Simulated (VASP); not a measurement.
Input for VASP

File POSCAR:
```
AgCl
1
    0.0000000000     2.8305000000     2.8305000000
    2.8305000000     0.0000000000     2.8305000000
    2.8305000000     2.8305000000     0.0000000000
Ag Cl
1 1
Direct
  0.0000000000   0.0000000000   0.0000000000
  0.5000000000   0.5000000000   0.5000000000
```

**INCAR**
```
SYSTEM = AgCl
PREC = Accurate
ENCUT = 400
EDIFF = 1E-6
NELM = 100
ALGO = Normal
LREAL = .FALSE.
LASPH = .TRUE.
ISMEAR = 0
SIGMA = 0.05
GGA = PE
LMAXMIX = 4
LWAVE = .FALSE.
LCHARG = .FALSE.
ISIF = 2
```

File KPOINTS:
```
Automatic mesh
0
Gamma
6 6 6
0 0 0
```

POTCAR, in this order: Ag Cl (PBE.64 set). Program: vasp_gam.

Output of the run:

standard output:
```
 POSCAR found type information on POSCAR AgCl
 POSCAR found :  2 types and       2 ions
 Reading from existing POTCAR
 Reading from existing POTCAR
 LDA part: xc-table for (Slater+PW92), standard interpolation

 -----------------------------------------------------------------------------
|                                                                             |
|     EEEEEEE  RRRRRR   RRRRRR   OOOOOOO  RRRRRR      ###     ###     ###     |
|     E        R     R  R     R  O     O  R     R     ###     ###     ###     |
|     E        R     R  R     R  O     O  R     R     ###     ###     ###     |
|     EEEEE    RRRRRR   RRRRRR   O     O  RRRRRR       #       #       #      |
|     E        R   R    R   R    O     O  R   R                               |
|     E        R    R   R    R   O     O  R    R      ###     ###     ###     |
|     EEEEEEE  R     R  R     R  OOOOOOO  R     R     ###     ###     ###     |
|                                                                             |
|     You are using the Gamma-point-only version with more than one           |
|     k-point or some other non-Gamma k-point.                                |
|                                                                             |
|       ---->  I REFUSE TO CONTINUE WITH THIS SICK JOB ... BYE!!! <----       |
|                                                                             |
 -----------------------------------------------------------------------------
```

### Question
Read input and log: which fault does this run have?
A) a metal was run with a tiny SIGMA on a coarse mesh
B) NSW is too small for the relaxation to finish
C) POTCAR lists the elements in another order than POSCAR
D) the Γ-only program was given a k-mesh

### Answer
D, the Γ-only program was given a k-mesh. VASP stops with an error: You are using the Gamma-point-only version with more than one k-point or some other non-Gamma k-point. ----> I REFUSE TO CONTINUE WITH THIS SICK JOB ... BYE!!! <----

To mend it, run vasp_std.

The mended run (PBE GGA, plane waves, VASP's PBE PAW potentials (set 64)) converges, and its OSZICAR ends with
```
   1 F= -.53964145E+01 E0= -.53964145E+01  d E =-.223573E-12
```

The compound is AgCl in the rock salt structure. The cell was not relaxed at this level.
